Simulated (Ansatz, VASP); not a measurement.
# AlBAs2 (CuAu-ordered zincblende type (invented)) in two plane-wave programs, part 2 of 2

One calculation is typed for both programs; each brings its own data sets. How far apart do they land? The cell is generated by rule, not measured, and may not be a known phase. The cell is taken from a series of runs on this material, whose earlier steps may have relaxed, scaled, displaced or heated it; both programs get it as it stands.

VASP 6.6.1 and Ansatz 0.2.0.

So far: Starting point; VASP: relaxation of cell and atoms, LDA, pair 1; Ansatz: relaxation of cell and atoms, LDA, pair 1; Side by side.

## Step 5: Ansatz: relaxation of cell and atoms, LDA, pair 2

Level of this step: Ansatz beside VASP: Kohn-Sham DFT, plane waves, LDA (Ansatz).

The relaxed volume is the usual yardstick between codes: in a stiff, nearly cubic crystal its relative difference is about their pressure difference at one cell divided by the bulk modulus.

The cell is taken from a series of runs on this material, whose earlier steps may have relaxed, scaled, displaced or heated it; both programs get it as it stands.

Contents of input.yaml:

```yaml
crystal:
  lattice:
    - [3.6172077652, 0.0, 0.0]
    - [0.0, 3.6172077652, 0.0]
    - [0.0, 0.0, 5.3727161246]
  atoms:
    - { symbol: B, position: [0.0, 0.0, 0.0] }
    - { symbol: Al, position: [0.5, 0.5, 0.5] }
    - { symbol: As, position: [0.0, 0.5, 0.2110015427] }
    - { symbol: As, position: [0.5, 0.0, 0.7889984573] }
kpoints:
  mp_grid: { grid: [10, 10, 8] }
hamiltonian:
  xc: lda
scf:
  occupations: { method: gaussian, width: 0.02 }
output:
  forces: true
  stress: true
  eigenvalues: true
relax:
  adjacent_minimum: "off"
  f_tol: 0.005
  max_steps: 80
  cell: { stress_tol: 0.05 }
```

Launch:

```console
$ ansatz run input.yaml --threads 2 --pin off --max-ram 5120MiB --backend cpu --events-out ev --progress --plain --runs-dir out
```

Numbers of over 12 decimals in the logs are rounded to 6 here.

The program printed:

```text
[...]
Crystal: 4 atoms, lattice volume = 70.298 Å³
Basis set: ecut = 420 eV, 1385 PW (Γ)
Bands: 22, of which v1, the nominal top of the filled ones, is band 18 counted from 1 (17 counted from 0)
Symmetry: 8 space group operations
[...]
k-points: 105 of 800 (time reversal used)
[...]
--- Relaxed structure (4 steps of the walk, 4 accepted, 1 SCFs on fresh bases) ---
[...]
cell:  # Å, volume = 70.1531 Å³
    - [3.611557, 0, 0]
    - [0, 3.611557, 0.0]
    - [0, 0.0, 5.378462]
  atoms:
    - { symbol: B, position: [0, 0, 0] }
    - { symbol: Al, position: [0.5, 0.5, 0.5] }
    - { symbol: As, position: [0, 0.5, 0.210623] }
    - { symbol: As, position: [0.5, 0, 0.789377] }
[key lines of the parts left out:]
SCF converged after 5 iterations
Free energy (F): -10210.125904 eV
Fermi energy:    9.188517 eV
P = ⅓ Tr σ = -0.0018 GPa (-0.018 kbar)
```

## Step 6: VASP: relaxation of cell and atoms, LDA, pair 2

The same cell, functional (in two slightly different forms), mesh and smearing now go to VASP, with its own data sets.

Contents of INCAR:

```
SYSTEM = AlBAs2
PREC = Accurate
ENCUT = 500
EDIFF = 1E-07
NELM = 120
ISMEAR = 0
SIGMA = 0.02
LREAL = .FALSE.
ALGO = Normal
GGA = CA
NBANDS = 14
LORBIT = 11
LWAVE = .FALSE.
LCHARG = .FALSE.
ISIF = 3
IBRION = 2
NSW = 80
EDIFFG = -0.005
LASPH = .TRUE.
GGA_COMPAT = .FALSE.
NELMIN = 4
EFERMI = MIDGAP
KPAR = 2
```

Contents of POSCAR:

```
AlBAs2
1.0
    3.6172080000      0.0000000000      0.0000000000
    0.0000000000      3.6172080000      0.0000000000
    0.0000000000      0.0000000000      5.3727160000
B Al As
1 1 2
Direct
    0.0000000000      0.0000000000      0.0000000000
    0.5000000000      0.5000000000      0.5000000000
    0.0000000000      0.5000000000      0.2110014749
    0.5000000000      0.0000000000      0.7889985251
```

Contents of KPOINTS:

```
Automatic mesh
0
Gamma
10 10 8
0 0 0
```

The projector-augmented-wave data sets are B, Al and As (LDA family, release 64).

Launch:

```console
$ mpirun -np 2 vasp_std
```

The program printed:

```text
[... set-up lines as in an earlier step ...]
 entering main loop
       N       E                     dE             d eps       ncg     rms          rms(c)
DAV:   1     0.387293355026E+02    0.38729E+02   -0.62539E+03  2940   0.941E+02
DAV:   2    -0.199852968748E+02   -0.58715E+02   -0.53261E+02  4002   0.138E+02
DAV:   3    -0.231790839397E+02   -0.31938E+01   -0.31612E+01  3882   0.344E+01
DAV:   4    -0.232104669340E+02   -0.31383E-01   -0.31374E-01  3342   0.387E+00
[...]
DAV:  11    -0.225540871071E+02   -0.48519E-05   -0.15632E-05  3612   0.282E-02    0.756E-03
DAV:  12    -0.225540872709E+02   -0.16380E-06   -0.80602E-07  3642   0.727E-03    0.266E-03
DAV:  13    -0.225540872724E+02   -0.14957E-08   -0.39227E-07  3522   0.378E-03
   1 F= -.22554087E+02 E0= -.22554087E+02  d E =-.225541E+02
[...]
2 F= -.22554345E+02 E0= -.22554345E+02  d E =-.257697E-03
[...]
3 F= -.22554445E+02 E0= -.22554445E+02  d E =-.358061E-03
[...]
4 F= -.22554476E+02 E0= -.22554476E+02  d E =-.304509E-04
 trial-energy change:   -0.000030  1 .order   -0.000030   -0.000044   -0.000017
 step:   1.5131(harm=  1.5131)  dis= 0.00070  next Energy=   -22.554481 (dE=-0.358E-04)
 reached required accuracy - stopping structural energy minimisation
```

From OUTCAR (step 6):

```text
  Total       -0.0147670     -0.0147670      0.0117044      0.0000000      0.0000000      0.0000000
  in kB       -0.3354267     -0.3354267      0.2658604      0.0000000      0.0000000      0.0000000
  external PRESSURE =      -0.1349977 kB  Pullay stress =       0.0000000 kB

 POSITION                                       TOTAL-FORCE (eV/Angst)
 -----------------------------------------------------------------------------------
      0.00000      0.00000      0.00000         0.000000      0.000000      0.000000
      1.80956      1.80956      2.69260         0.000000     -0.000000      0.000000
      0.00000      1.80956      1.13492         0.000000      0.000000     -0.001865
      1.80956      3.61911      4.25028         0.000000      0.000000      0.001865
 -----------------------------------------------------------------------------------
    total drift:                                0.000000      0.000000     -0.000000

  FREE ENERGIE OF THE ION-ELECTRON SYSTEM (eV)
  ---------------------------------------------------
  free  energy   TOTEN  =       -22.5544757841 eV

  energy  without entropy=      -22.5544757841  energy(sigma->0) =      -22.55447578

[... 2 parts as in an earlier step ...]

[... 2 further parts left out ...]
[key lines of the parts left out:]
E-fermi :   5.7976
```

## Step 7: Comparison

What differs besides the data sets and the points named for the pairs above, as far as they apply: the data sets hold 36 valence electrons in Ansatz (on its default PAW (the set named soft_2) files) and 16 in VASP. Total energies have different zeros and are not compared.

The two programs side by side:

```csv
quantity,Ansatz,VASP,difference
volume (Å³),70.15,70.54,-0.54 %
"edge a after relaxation, in the typed setting (Å)",3.612,3.619,-0.21 %
"edge c after relaxation, in the typed setting (Å)",5.378,5.385,-0.12 %
```

## Step 8: What came out

```
difference in volume (relaxation of cell and atoms, LDA, pair 1) : -0.53 %
difference in volume (relaxation of cell and atoms, LDA, pair 2) : -0.54 %
```

**Reading.** The difference in volume is -0.54 % (relaxation of cell and atoms, LDA, pair 2), within the 1.2 % picked in this series as the mark of a large difference, as far as the stopping tolerances let one tell. The data sets hold unlike numbers of valence electrons (36 in Ansatz and 16 in VASP), so part of the differences comes from the potentials. 1 further run of this series is not shown here. How closely two codes agree says nothing of how well the functional describes the real material.

[Lines on the potential files, build, host, timing and source positions are cut from VASP's logs without a mark.]

[Logs are printed without paths, hosts, clocks, repeated set-up lines and the standing remarks that a program may print on its own settings, such as how far it seeks lower states.]

[Hosts, paths, dates, database ids (printed as entryN), source tags and the programs' standing remarks are cut or masked in the printed files.]
